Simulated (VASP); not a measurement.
All values below come from PBE GGA, VASP's PBE PAW potentials (set 64) (plane waves; VASP 6.6.1).

VASP ran on this input.

**KPOINTS**
```
Automatic mesh
0
Gamma
22 22 4
0 0 0
```

### INCAR
```
SYSTEM = AlV2C
PREC = Accurate
ENCUT = 400
EDIFF = 1E-6
NELM = 100
ALGO = Normal
LREAL = .FALSE.
LASPH = .TRUE.
ISMEAR = 0
SIGMA = 0.2
GGA = PE
LMAXMIX = 4
LWAVE = .FALSE.
LCHARG = .FALSE.
ISIF = 2
NEDOS = 601
LORBIT = 11
```

POSCAR:
```
AlV2C
1
    2.8916430000     0.0000000000     0.0000000000
   -1.4458210000     2.5042360000     0.0000000000
    0.0000000000     0.0000000000    13.1231670000
Al V C
2 4 2
Direct
  0.3333330000   0.6666670000   0.2500000000
  0.6666670000   0.3333330000   0.7500000000
  0.3333330000   0.6666670000   0.5863800000
  0.6666670000   0.3333330000   0.4136200000
  0.6666670000   0.3333330000   0.0863800000
  0.3333330000   0.6666670000   0.9136200000
  0.0000000000   0.0000000000   0.0000000000
  0.0000000000   0.0000000000   0.5000000000
```

POTCAR, in this order: Al V_sv C (PBE.64 set). Program: vasp_std.

The resulting files:

**OSZICAR**
```
       N       E                     dE             d eps       ncg     rms          rms(c)
DAV:   1     0.806980569919E+03    0.80698E+03   -0.33625E+04 12736   0.151E+03
DAV:   2    -0.125249913160E+02   -0.81951E+03   -0.80457E+03 12485   0.535E+02
DAV:   3    -0.804646201257E+02   -0.67940E+02   -0.66094E+02 16524   0.143E+02
DAV:   4    -0.827752091065E+02   -0.23106E+01   -0.22780E+01 14779   0.242E+01
DAV:   5    -0.828268904000E+02   -0.51681E-01   -0.51490E-01 14697   0.379E+00    0.560E+01
DAV:   6    -0.692545421152E+02    0.13572E+02   -0.20344E+02 15815   0.827E+01    0.136E+01
DAV:   7    -0.667005509866E+02    0.25540E+01   -0.46436E+01 15484   0.411E+01    0.131E+01
DAV:   8    -0.661690131215E+02    0.53154E+00   -0.38654E+00 14745   0.118E+01    0.277E+00
DAV:   9    -0.661523651989E+02    0.16648E-01   -0.25560E-01 16494   0.288E+00    0.642E-01
DAV:  10    -0.661494384286E+02    0.29268E-02   -0.36928E-02 15698   0.130E+00    0.210E-01
DAV:  11    -0.661493643855E+02    0.74043E-04   -0.93631E-04 16243   0.215E-01    0.467E-02
DAV:  12    -0.661493492743E+02    0.15111E-04   -0.19490E-04 16237   0.801E-02    0.133E-02
DAV:  13    -0.661493434467E+02    0.58276E-05   -0.26610E-05 12495   0.241E-02    0.399E-03
DAV:  14    -0.661493430914E+02    0.35534E-06   -0.19419E-06 11292   0.903E-03
   1 F= -.66149343E+02 E0= -.66103460E+02  d E =-.917664E-01
```

### OUTCAR
```
------------------------ aborting loop because EDIFF is reached ----------------------------------------
  FORCE on cell =-STRESS in cart. coord.  units (eV):
  Direction    XX          YY          ZZ          XY          YZ          ZX
  --------------------------------------------------------------------------------------
  Total        0.2326961      0.2326961     -0.3609569      0.0000000      0.0000000      0.0000000
  in kB        3.9232061      3.9232052     -6.0856546      0.0000008      0.0000000      0.0000000
  external PRESSURE =       0.5869189 kB  Pullay stress =       0.0000000 kB
  volume of cell :       95.03
      direct lattice vectors                 reciprocal lattice vectors
     2.891643000  0.000000000  0.000000000     0.345824156  0.199661624  0.000000000
    -1.445821000  2.504236000  0.000000000     0.000000000  0.399323386  0.000000000
     0.000000000  0.000000000 13.123167000     0.000000000  0.000000000  0.076201118
 POSITION                                       TOTAL-FORCE (eV/Angst)
 -----------------------------------------------------------------------------------
     -0.00000      1.66949      3.28079         0.000000     -0.000000      0.000000
      1.44582      0.83474      9.84238         0.000000     -0.000000      0.000000
     -0.00000      1.66949      7.69516         0.000000     -0.000000     -0.234695
      1.44582      0.83474      5.42800        -0.000000      0.000000      0.234695
      1.44582      0.83474      1.13358         0.000000      0.000000     -0.234695
     -0.00000      1.66949     11.98959        -0.000000     -0.000000      0.234695
      0.00000      0.00000      0.00000         0.000000     -0.000000      0.000000
      0.00000      0.00000      6.56158         0.000000     -0.000000      0.000000
 -----------------------------------------------------------------------------------
    total drift:                                0.000633     -0.000366      0.001307
  FREE ENERGIE OF THE ION-ELECTRON SYSTEM (eV)
  ---------------------------------------------------
  free  energy   TOTEN  =       -66.1493430914 eV

  energy  without entropy=      -66.0575766922  energy(sigma->0) =      -66.10345989

 total charge

# of ion       s       p       d       tot
------------------------------------------
    1        0.422   0.396   0.000   0.818
    2        0.422   0.396   0.000   0.818
    3        2.271   6.285   3.154  11.711
    4        2.271   6.285   3.154  11.711
    5        2.271   6.285   3.154  11.711
    6        2.271   6.285   3.154  11.711
    7        0.909   1.576   0.000   2.484
    8        0.909   1.576   0.000   2.484
--------------------------------------------------
tot         11.748  29.083  12.616  53.447
```
(Selected blocks of OUTCAR.)

At this cut-off the stress carries a Pulay error, which pulls relaxed volumes low.

The structure comes from a computed database's AlV2C entry; how it stands against other phases isn't given here. The cell was not relaxed at this level. The run is one of a series of settings (NEDOS = 601, KPOINTS 22×22×4 Γ-centred mesh against the base run), some of them coarse on purpose. The run is not spin-polarised, so no magnetic state was tried.
